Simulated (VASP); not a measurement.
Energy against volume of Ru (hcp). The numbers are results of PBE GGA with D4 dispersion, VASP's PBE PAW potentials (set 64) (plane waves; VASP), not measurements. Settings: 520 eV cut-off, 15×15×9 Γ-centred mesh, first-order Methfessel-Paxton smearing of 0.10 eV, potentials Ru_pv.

Shape and ions are relaxed at each volume.

```json
[
 {"V (Å³/atom)": "13.112", "E (eV/atom)": "-9.74573"},
 {"V (Å³/atom)": "13.517", "E (eV/atom)": "-9.75899"},
 {"V (Å³/atom)": "13.923", "E (eV/atom)": "-9.74708"},
 {"V (Å³/atom)": "14.328", "E (eV/atom)": "-9.71413"}
]
```

Problem. Fit these four points and predict the energy of the run at 12.706 Å³/atom.

Solution. A cubic in V^(−2/3), the third-order Birch-Murnaghan form, passes through the four points with V0 = 13.52 Å³/atom and B0 = 331 GPa, and gives -9.7024 eV/atom there. The run gave -9.7025 eV/atom, -0.1 meV/atom from the fit; all five points give B0 = 330 GPa.

The compound is Ru in the hcp structure. It was relaxed first.
